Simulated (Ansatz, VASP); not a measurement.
# SnH2 in two plane-wave programs, part 2 of 2

Wanted: the spread between two codes on one cell, functional and k mesh. The cell is generated by rule, not measured, and may not be a known phase. Of the first pair: The two relaxations start from unlike cells of this crystal (the structure described is Ansatz's start), so only their ends are compared.

VASP 6.6.1 and Ansatz 0.2.0.

So far: The starting structure; VASP: relaxation of cell and atoms, LDA, pair 1; Ansatz: relaxation of cell and atoms, LDA, pair 1; Comparison.

**5. VASP: relaxation of cell and atoms, LDA, pair 2**

Level of this step: LDA; plane waves and PAW (Sn_d, H); invented cell (VASP).

The relaxed volume is the usual yardstick between codes: in a stiff, nearly cubic crystal its relative difference is about their pressure difference at one cell divided by the bulk modulus.

INCAR reads:

```
SYSTEM = SnH2
PREC = Accurate
ENCUT = 500
EDIFF = 1E-07
NELM = 120
ISMEAR = 1
SIGMA = 0.15
LREAL = .FALSE.
ALGO = Normal
GGA = CA
NBANDS = 14
LORBIT = 11
LWAVE = .FALSE.
LCHARG = .FALSE.
ISIF = 3
IBRION = 2
NSW = 80
EDIFFG = -0.005
LASPH = .TRUE.
GGA_COMPAT = .FALSE.
NELMIN = 4
KPAR = 2
```

POSCAR reads:

```
SnH2
1.0
    3.5675220000      0.0000000000      0.0000000000
   -1.7837610000      3.0895640000      0.0000000000
    0.0000000000      0.0000000000      3.1281160000
Sn H
1 2
Direct
    0.0000000000      0.0000000000      0.0000000000
    0.3333334412      0.6666668824      0.2182342343
    0.6666667206      0.3333334412      0.7817657657
```

KPOINTS reads:

```
Automatic mesh
0
Gamma
12 12 12
0 0 0
```

PAW data sets: Sn_d and H (LDA family, release 64).

Started as:

```bash
mpirun -np 2 vasp_std
```

Numbers of over 12 decimals in the logs are rounded to 6 here.

The program printed:

```text
[... set-up lines as in an earlier step ...]
 entering main loop
       N       E                     dE             d eps       ncg     rms          rms(c)
DAV:   1     0.877549213339E+02    0.87755E+02   -0.77710E+03  5504   0.154E+03
DAV:   2    -0.374882972243E+01   -0.91504E+02   -0.87331E+02  5842   0.348E+02
DAV:   3    -0.104649613198E+02   -0.67161E+01   -0.66764E+01  6724   0.789E+01
DAV:   4    -0.106151644146E+02   -0.15020E+00   -0.15016E+00  6438   0.127E+01
[...]
DAV:  11    -0.102368114235E+02   -0.17437E-05   -0.35105E-06  7334   0.206E-02    0.477E-03
DAV:  12    -0.102368109280E+02    0.49557E-06   -0.66017E-07  6670   0.697E-03    0.421E-04
DAV:  13    -0.102368109371E+02   -0.91466E-08   -0.10292E-07  4930   0.220E-03
   1 F= -.10236811E+02 E0= -.10236871E+02  d E =-.102368E+02
[...]
N       E                     dE             d eps       ncg     rms          rms(c)
DAV:   1    -0.102369662333E+02   -0.15531E-03   -0.26996E-03  7060   0.948E-01    0.631E-02
[...]
DAV:   4    -0.102368286861E+02    0.10965E-05   -0.40384E-06  6628   0.276E-02    0.137E-03
DAV:   5    -0.102368285768E+02    0.10929E-06   -0.16383E-07  5212   0.591E-03    0.586E-04
DAV:   6    -0.102368285715E+02    0.53315E-08   -0.51133E-08  2954   0.352E-03
   2 F= -.10236829E+02 E0= -.10236891E+02  d E =-.176344E-04
 trial-energy change:   -0.000018  1 .order   -0.000018   -0.000023   -0.000012
 step:   2.2024(harm=  2.2024)  dis= 0.00001  next Energy=   -10.236836 (dE=-0.251E-04)
[...]
N       E                     dE             d eps       ncg     rms          rms(c)
DAV:   1    -0.102370346815E+02   -0.20610E-03   -0.39001E-03  7090   0.114E+00    0.759E-02
DAV:   2    -0.102368771286E+02    0.15755E-03   -0.28228E-04  6700   0.321E-01    0.343E-02
DAV:   3    -0.102368374797E+02    0.39649E-04   -0.10110E-04  7496   0.185E-01    0.517E-03
DAV:   4    -0.102368358978E+02    0.15819E-05   -0.58496E-06  6622   0.332E-02    0.164E-03
DAV:   5    -0.102368357441E+02    0.15365E-06   -0.28332E-07  6836   0.711E-03    0.747E-04
DAV:   6    -0.102368357331E+02    0.11032E-07   -0.39000E-08  2978   0.314E-03
   3 F= -.10236836E+02 E0= -.10236900E+02  d E =-.247960E-04
[...]
reached required accuracy - stopping structural energy minimisation
```

Parts of OUTCAR (step 5):

```text
  Total        0.0140794      0.0140794     -0.0082023      0.0000000      0.0000000     -0.0000000
  in kB        0.6555769      0.6555766     -0.3819226      0.0000000      0.0000000     -0.0000000
  external PRESSURE =       0.3097436 kB  Pullay stress =       0.0000000 kB

 POSITION                                       TOTAL-FORCE (eV/Angst)
 -----------------------------------------------------------------------------------
      0.00000      0.00000      0.00000         0.000000     -0.000000      0.000000
     -0.00000      2.05887      0.68183         0.000000     -0.000000      0.001519
      1.78304      1.02944      2.44253        -0.000000      0.000000     -0.001519
 -----------------------------------------------------------------------------------
    total drift:                               -0.000000     -0.000011      0.000000

  FREE ENERGIE OF THE ION-ELECTRON SYSTEM (eV)
  ---------------------------------------------------
  free  energy   TOTEN  =       -10.2368357331 eV

  energy  without entropy=      -10.2370288484  energy(sigma->0) =      -10.23690010

[... 2 parts as in an earlier step ...]

[... 2 further parts left out ...]
[key lines of the parts left out:]
E-fermi :   6.2235
```

**6. Ansatz: relaxation of cell and atoms, LDA, pair 2**

The same cell, functional (in two slightly different forms), mesh and smearing now go to Ansatz, which takes its cutoff from its data sets.

The cell is taken from a series of runs on this material, whose earlier steps may have relaxed, scaled, displaced or heated it; both programs get it as it stands.

input.yaml reads:

```yaml
crystal:
  lattice:
    - [3.5675217071, 0.0, 0.0]
    - [-1.7837608536, 3.0895644269, 0.0]
    - [0.0, 0.0, 3.1281164126]
  atoms:
    - { symbol: Sn, position: [0.0, 0.0, 0.0] }
    - { symbol: H, position: [0.3333333333, 0.6666666667, 0.2182342511] }
    - { symbol: H, position: [0.6666666667, 0.3333333333, 0.7817657489] }
kpoints:
  mp_grid: { grid: [12, 12, 12] }
hamiltonian:
  xc: lda
scf:
  occupations: { method: methfessel_paxton, width: 0.15 }
output:
  forces: true
  stress: true
  eigenvalues: true
  write_density: true
  write_potential: true
  elf: true
  volumetric_format: npy
relax:
  adjacent_minimum: "off"
  f_tol: 0.001
  max_steps: 60
  cell: { stress_tol: 0.01 }
```

Started as:

```bash
ansatz run input.yaml --threads 2 --pin off --max-ram 5120MiB --backend cpu --events-out ev --progress --plain --runs-dir out
```

The program printed:

```text
[...]
Crystal: 3 atoms, lattice volume = 34.478 Å³
Basis set: ecut = 420 eV, 653 PW (Γ)
Bands: 12, of which v1, the nominal top of the filled ones, is band 8 counted from 1 (7 counted from 0)
Symmetry: 12 space group operations
[...]
k-points: 193 of 1728
[...]
--- Relaxed structure (4 steps of the walk, 3 accepted, 2 SCFs on fresh bases) ---
[...]
cell:  # Å, volume = 34.4750 Å³
    - [3.567498, 2.8867376869905477e-11, 0]
    - [-1.783749, 3.089544, 0]
    - [0, 0, 3.127851]
  atoms:
    - { symbol: Sn, position: [0, 0, 0] }
    - { symbol: H, position: [0.333333, 0.666667, 0.218078] }
    - { symbol: H, position: [0.666667, 0.333333, 0.781922] }
[key lines of the parts left out:]
SCF converged after 5 iterations
Free energy (F): -5909.533124 eV
Fermi energy:    8.459898 eV
P = ⅓ Tr σ = 0.0006 GPa (0.006 kbar)
```

**7. Differences**

Compared:

```
                                         quantity  Ansatz   VASP  difference
                                      volume (Å³)   34.48  34.41     +0.19 %
edge a after relaxation, in the typed setting (Å)   3.567  3.566     +0.04 %
edge c after relaxation, in the typed setting (Å)   3.128  3.124     +0.11 %
```

**8. Ansatz: zone-centre phonons, LDA**

Second derivatives magnify differences that forces hide, and they need a tight electronic threshold.

The cell is taken from a series of runs on this material, whose earlier steps may have relaxed, scaled, displaced or heated it; both programs get it as it stands.

input.yaml reads:

```yaml
crystal:
  lattice:
    - [3.5674980393, 0.0, 0.0]
    - [-1.7837490197, 3.08954393, 0.0]
    - [0.0, 0.0, 3.1278513255]
  atoms:
    - { symbol: Sn, position: [0.0, 0.0, 0.0] }
    - { symbol: H, position: [0.3333333333, 0.6666666667, 0.2180782719] }
    - { symbol: H, position: [0.6666666667, 0.3333333333, 0.7819217281] }
kpoints:
  mp_grid: { grid: [12, 12, 12] }
hamiltonian:
  xc: lda
scf:
  occupations: { method: fermi_dirac, width: 0.1 }
output:
  eigenvalues: true
phonons:
  method: dfpt
```

The program printed:

```text
[...]
Crystal: 3 atoms, lattice volume = 34.475 Å³
Basis set: ecut = 420 eV, 653 PW (Γ), exchange–correlation on 48×48×48 points (8 copies of the dense FFT grid, shifted against one another)
Bands: 12, of which v1, the nominal top of the filled ones, is band 8 counted from 1 (7 counted from 0)
Symmetry: 12 space group operations
k-points: 476 of 1728 (irreducible under 2 space group operations, time reversal used)
[...]
ASR residual: 5.176e-5 → 0.000e0 eV/Å²; symmetrization residual: 3.195e-7 eV/Å²
  ASR residual per site (eV/Å²): 5.18e-5 1.97e-5 1.97e-5
  Γ frequencies (cm⁻¹): -283.12 -283.12 0.00 0.00 0.00 460.01 799.59 895.68 895.68
  non-analytic LO–TO correction: not included (Born effective charges unavailable; polar crystals: no LO–TO splitting at Γ)
[key lines of the parts left out:]
SCF converged after 9 iterations
Free energy (F): -5909.540332 eV
Fermi energy:    8.462359 eV
```

**9. VASP: zone-centre phonons, LDA**

The same cell, functional (in two slightly different forms), mesh and smearing now go to VASP, with its own data sets.

INCAR reads:

```
SYSTEM = SnH2
PREC = Accurate
ENCUT = 500
EDIFF = 1E-08
NELM = 120
ISMEAR = -1
SIGMA = 0.1
LREAL = .FALSE.
ALGO = Normal
GGA = CA
NBANDS = 14
LORBIT = 11
LWAVE = .FALSE.
LCHARG = .FALSE.
ISIF = 2
IBRION = 8
LASPH = .TRUE.
GGA_COMPAT = .FALSE.
KPAR = 2
```

POSCAR reads:

```
SnH2
1.0
    3.5674980393      0.0000000000      0.0000000000
   -1.7837490197      3.0895439300      0.0000000000
    0.0000000000      0.0000000000      3.1278513255
Sn H
1 2
Direct
    0.0000000000      0.0000000000      0.0000000000
    0.3333333333      0.6666666667      0.2180782719
    0.6666666667      0.3333333333      0.7819217281
```

KPOINTS is that of step 5.

Started as:

```bash
mpirun -np 2 vasp_std
```

The program printed:

```text
[... set-up lines as in an earlier step ...]
 entering main loop
       N       E                     dE             d eps       ncg     rms          rms(c)
DAV:   1     0.881736010761E+02    0.88174E+02   -0.77118E+03  5506   0.155E+03
DAV:   2    -0.367824921249E+01   -0.91852E+02   -0.87839E+02  5824   0.350E+02
DAV:   3    -0.104740134959E+02   -0.67958E+01   -0.67612E+01  6730   0.796E+01
DAV:   4    -0.106225202002E+02   -0.14851E+00   -0.14847E+00  6378   0.128E+01
[...]
DAV:  12    -0.102439957914E+02    0.64372E-06   -0.98088E-07  6734   0.819E-03    0.475E-04
DAV:  13    -0.102439958009E+02   -0.94328E-08   -0.14482E-07  6274   0.261E-03    0.137E-04
DAV:  14    -0.102439958011E+02   -0.27171E-09   -0.26265E-09  3950   0.498E-04
   1 F= -.10243996E+02 E0= -.10236672E+02  d E =-.146485E-01
 Linear response reoptimize wavefunctions to high precision
DAV:   1    -0.102439958012E+02   -0.65029E-10   -0.68632E-10  4608   0.279E-04
 Linear response DOF=           4
 Linear response progress:
  Degree of freedom:   1/  4
[...]
RMM:   8    -0.156376761548E-01    0.31693E-07    0.31551E-08 49895   0.144E-04    0.428E-05
RMM:   9    -0.156376581581E-01    0.17997E-07    0.60739E-09 48713   0.428E-05    0.421E-06
RMM:  10    -0.156376585071E-01   -0.34894E-09   -0.39601E-09 51005   0.142E-05    0.164E-06
 first order change of Fermi-energy  -0.99414E-06
 force on displaced ion       2 direction 1 :  -1.353   0.000  -0.000
 Linear response progress:
  Degree of freedom:   4/  4
       N       E                     dE             d eps       ncg     rms          rms(c)
RMM:   1    -0.146057398835E-01   -0.14606E-01   -0.71114E-03  9441   0.568E-01
RMM:   2    -0.142398898288E-01    0.36585E-03   -0.26048E-04  9016   0.107E-01    0.609E-02
RMM:   3    -0.145026075793E-01   -0.26272E-03   -0.23276E-05 10015   0.321E-02    0.354E-02
RMM:   4    -0.149889866916E-01   -0.48638E-03   -0.27423E-05  9727   0.279E-02    0.253E-03
[...]
RMM:   9    -0.150131662683E-01   -0.15691E-07    0.50779E-09 10643   0.419E-05    0.378E-06
RMM:  10    -0.150131551435E-01    0.11125E-07    0.13328E-09 11043   0.138E-05    0.167E-06
RMM:  11    -0.150131555738E-01   -0.43033E-09   -0.14706E-10 10257   0.545E-06    0.647E-07
 first order change of Fermi-energy   0.79116E-01
 force on displaced ion       2 direction 3 :   0.000  -0.000  -1.572
 Linear response finished
```

OUTCAR, selected parts (step 9):

```text
  Total       -0.0026726     -0.0026726     -0.0212660      0.0000000      0.0000000     -0.0000000
  in kB       -0.1242062     -0.1242062     -0.9883058      0.0000000      0.0000000     -0.0000000
  external PRESSURE =      -0.4122394 kB  Pullay stress =       0.0000000 kB

 POSITION                                       TOTAL-FORCE (eV/Angst)
 -----------------------------------------------------------------------------------
      0.00000      0.00000      0.00000         0.000000      0.000000     -0.000000
     -0.00000      2.05970      0.68212        -0.000000      0.000000      0.007154
      1.78375      1.02985      2.44573         0.000000     -0.000000     -0.007154
 -----------------------------------------------------------------------------------
    total drift:                               -0.000000     -0.000000      0.000000

[... 1 part as in an earlier step ...]

[... 1 further part left out ...]
```

**10. Comparison**

Compared:

```
                                                   quantity  Ansatz    VASP  difference
optical mode 1 to 2 (imaginary, printed as negative) (cm⁻¹)  -283.1  -276.8        -6.3
                                      optical mode 3 (cm⁻¹)   460.0   462.5     -0.53 %
                                      optical mode 4 (cm⁻¹)   799.6   802.7     -0.38 %
                                 optical mode 5 to 6 (cm⁻¹)   895.7   900.6     -0.54 %
```

Modes are paired by rising frequency, not by their patterns, so a pair may set unlike modes beside each other; they are those without the splitting of longitudinal modes.

**11. Outcome**

```
difference in edge c after relaxation, in the typed setting (relaxation of cell and atoms, LDA, pair 1)           : 0.20 %
difference in volume (relaxation of cell and atoms, LDA, pair 2)                                                  : 0.19 %
r.m.s. difference of the optical zone-centre modes, each program's sorted by frequency (zone-centre phonons, LDA) : 4.9 cm⁻¹
difference in optical mode 5 to 6 (zone-centre phonons, LDA)                                                      : -0.5 %
```

In words: The difference in edge c after relaxation, in the typed setting is 0.20 % (relaxation of cell and atoms, LDA, pair 1), within the 1.2 % picked in this series as the mark of a large difference, as far as the stopping tolerances let one tell. Among the rows given in per cent, the largest difference of the zone-centre phonons, LDA pair is in optical mode 5 to 6, -0.5 %. How closely two codes agree says nothing of how well the functional describes the real material.

[Lines on the potential files, build, host, timing and source positions are cut from VASP's logs without a mark.]

[Logs are printed without paths, hosts, clocks, repeated set-up lines and the standing remarks that a program may print on its own settings, such as how far it seeks lower states.]

[Hosts, paths, dates, database ids (printed as entryN), source tags and the programs' standing remarks are cut or masked in the printed files.]
